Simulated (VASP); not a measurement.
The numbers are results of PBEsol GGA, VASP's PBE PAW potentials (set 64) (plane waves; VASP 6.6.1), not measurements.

The input files of a VASP run:

File KPOINTS:
```
Regular mesh
0
Gamma
  16 16 16
```

POSCAR:
```
NiO
1.0
  2.5400339829   0.0000000000   0.0000000000
  0.0000000000   2.5400339829   0.0000000000
  0.0000000000   0.0000000000   2.5400339829
Ni O
1 1
Cartesian
  0.0000000000   0.0000000000   0.0000000000
  1.2700169914   1.2700169914   1.2700169914
```

**INCAR**
```
! general
SYSTEM  = NiO
PREC    = Accurate
ENCUT   = 520
LREAL   = .FALSE.
LASPH   = .TRUE.

! electronic loop
EDIFF   = 1E-7
NELM    = 100
ALGO    = Normal
LMAXMIX = 4

! smearing
ISMEAR  = -5

! functional
GGA     = PS

! ions
ISIF    = 2

! output
LWAVE   = .FALSE.
LCHARG  = .TRUE.
LORBIT  = 11
NEDOS   = 601
```

POTCAR, in this order: Ni O (PBE.64 set). Program: vasp_std.

Output

OSZICAR:
```
       N       E                     dE             d eps       ncg     rms          rms(c)
DAV:   1     0.840783874339E+02    0.84078E+02   -0.81643E+03  4156   0.175E+03
DAV:   2    -0.826589597280E+01   -0.92344E+02   -0.82300E+02  4156   0.299E+02
DAV:   3    -0.137694746680E+02   -0.55036E+01   -0.51708E+01  4336   0.822E+01
DAV:   4    -0.138356439341E+02   -0.66169E-01   -0.65960E-01  4192   0.901E+00
DAV:   5    -0.138368838977E+02   -0.12400E-02   -0.12389E-02  4444   0.128E+00    0.131E+01
DAV:   6    -0.149895278460E+02   -0.11526E+01   -0.20816E+01  4772   0.102E+02    0.205E+01
DAV:   7    -0.115510199821E+02    0.34385E+01   -0.71910E+00  4724   0.916E+01    0.455E+00
DAV:   8    -0.114936437448E+02    0.57376E-01   -0.54443E-01  5316   0.142E+01    0.172E+00
DAV:   9    -0.114852023599E+02    0.84414E-02   -0.36705E-02  5440   0.393E+00    0.262E-01
DAV:  10    -0.114852249160E+02   -0.22556E-04   -0.13760E-03  4224   0.448E-01    0.653E-02
DAV:  11    -0.114852223021E+02    0.26139E-05   -0.45708E-05  5640   0.120E-01    0.377E-02
DAV:  12    -0.114852237730E+02   -0.14709E-05   -0.10204E-05  5736   0.663E-02    0.520E-03
DAV:  13    -0.114852233725E+02    0.40050E-06   -0.19056E-06  4668   0.238E-02    0.217E-03
DAV:  14    -0.114852237550E+02   -0.38245E-06   -0.42202E-08  2272   0.555E-03    0.760E-04
DAV:  15    -0.114852237448E+02    0.10190E-07   -0.16315E-08  1996   0.140E-03
   1 F= -.11485224E+02 E0= -.11485224E+02  d E =0.000000E+00
```

### OUTCAR
```
------------------------ aborting loop because EDIFF is reached ----------------------------------------
  FORCE on cell =-STRESS in cart. coord.  units (eV):
  Direction    XX          YY          ZZ          XY          YZ          ZX
  --------------------------------------------------------------------------------------
  Total        0.0044140      0.0044140      0.0044140      0.0000000      0.0000000      0.0000000
  in kB        0.4315463      0.4315463      0.4315463      0.0000000      0.0000000      0.0000000
  external PRESSURE =       0.4315463 kB  Pullay stress =       0.0000000 kB
  volume of cell :       16.39
      direct lattice vectors                 reciprocal lattice vectors
     2.540033983  0.000000000  0.000000000     0.393695520  0.000000000  0.000000000
     0.000000000  2.540033983  0.000000000     0.000000000  0.393695520  0.000000000
     0.000000000  0.000000000  2.540033983     0.000000000  0.000000000  0.393695520
 POSITION                                       TOTAL-FORCE (eV/Angst)
 -----------------------------------------------------------------------------------
      0.00000      0.00000      0.00000         0.000000      0.000000      0.000000
      1.27002      1.27002      1.27002         0.000000      0.000000      0.000000
 -----------------------------------------------------------------------------------
    total drift:                                0.000000      0.000000      0.000000
  FREE ENERGIE OF THE ION-ELECTRON SYSTEM (eV)
  ---------------------------------------------------
  free  energy   TOTEN  =       -11.4852237448 eV

  energy  without entropy=      -11.4852237448  energy(sigma->0) =      -11.48522374

 total charge

# of ion       s       p       d       tot
------------------------------------------
    1        0.333   0.415   8.370   9.118
    2        1.599   3.265   0.000   4.865
--------------------------------------------------
tot          1.932   3.681   8.370  13.983
```
(Selected blocks of OUTCAR.)

**OUTCAR**
```
 val. band max:        8.9740925100   @ k =   0.2500   0.0000   0.0000

 cond. band min:       8.9447220325   @ k =   0.5000   0.5000   0.3125


 Fermi energy:         8.9410745302

 k-point     1 :       0.0000    0.0000    0.0000
  band No.  band energies     occupation
      1     -11.8936      2.00000
      2       5.7667      2.00000
      3       5.7667      2.00000
      4       6.0989      2.00000
      5       6.0989      2.00000
      6       6.0989      2.00000
      7       8.1264      2.00000
      8       8.1264      2.00000
      9       8.1264      2.00000
     10      10.4323      0.00000
     11      25.2537      0.00000
     12      25.2537      0.00000

 k-point     2 :       0.0625    0.0000    0.0000
  band No.  band energies     occupation
      1     -11.8470      2.00000
      2       5.2702      2.00000
      3       5.7819      2.00000
      4       6.0340      2.00000
      5       6.0340      2.00000
      6       6.3318      2.00000
      7       8.1298      2.00000
      8       8.2050      2.00000
      9       8.2050      2.00000
     10      10.7111      0.00000
     11      25.0195      0.00000
     12      25.2737      0.00000

 k-point     3 :       0.1250    0.0000    0.0000
  band No.  band energies     occupation
      1     -11.7115      2.00000
      2       4.3601      2.00000
      3       5.8256      2.00000
      4       5.8693      2.00000
      5       5.8693      2.00000
      6       6.6320      2.00000
      7       8.1395      2.00000
      8       8.4101      2.00000
      9       8.4101      2.00000
     10      11.3726      0.00000
     11      24.3606      0.00000
     12      25.3336      0.00000

 k-point     4 :       0.1875    0.0000    0.0000
  band No.  band energies     occupation
      1     -11.4988      2.00000
      2       3.3043      2.00000
      3       5.6600      2.00000
      4       5.6600      2.00000
      5       5.8918      2.00000
      6       6.9963      2.00000
...
```

For a metal the tetrahedron method with Blöchl corrections gives inexact stress and forces.

The structure was generated: NiO was put into the CsCl type type (Pm-3m), which need not be its known phase. It was relaxed first, which changed the volume by +9 %. The run is not spin-polarised, so no magnetic state was tried.
